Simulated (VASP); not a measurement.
Runs of VASP 6.6.1 on FSbCl2. The cell holds a molecule in a box, 4 atoms: a = 12.000 Å, b = 11.000 Å, c = 12.000 Å, α = 90.00°, β = 90.00°, γ = 90.00°. 

```tsv
task	level	cell	grid for exact exchange (PRECFOCK)	exchange at q = 0	gap on the mesh (eV)	largest force (eV/Å)
single point	PBE	atoms moved at random, drawn with an rms of 0.05 Å	-	-	4.83	0.24
electron localisation function	PBE	as given	-	-	4.93	0.93
single point	PBE	as given	-	-	4.93	0.93
relaxation of the atoms	BLYP+D3(BJ)	atoms relaxed	-	-	4.71	0.01
relaxation of the atoms	PBE	atoms relaxed from: atoms moved at random, drawn with an rms of 0.02 Å	-	-	4.82	0.01
single point	r2SCAN0+D4	as given	Normal	truncated	7.16	(a)
atomic charges	PBE+TS	as given	-	-	4.93	0.93
```

Alike in all rows: potentials or basis VASP PAW PBE potentials, release 64 (F, Sb, Cl); no spin polarisation; k mesh 1 × 1 × 1; cutoff (eV) 520; smearing gaussian 0.01 eV.

**Question.** Estimate the missing entries.

**Answer.** (a) 0.35.

Caveats: spin-orbit coupling is left out, which moves the levels of the heavy elements; the PAW data sets were made with another functional, which shifts forces and pressure a little (some runs).

A k mesh can miss the band edges, and the runs leave out spin-orbit coupling on Sb.
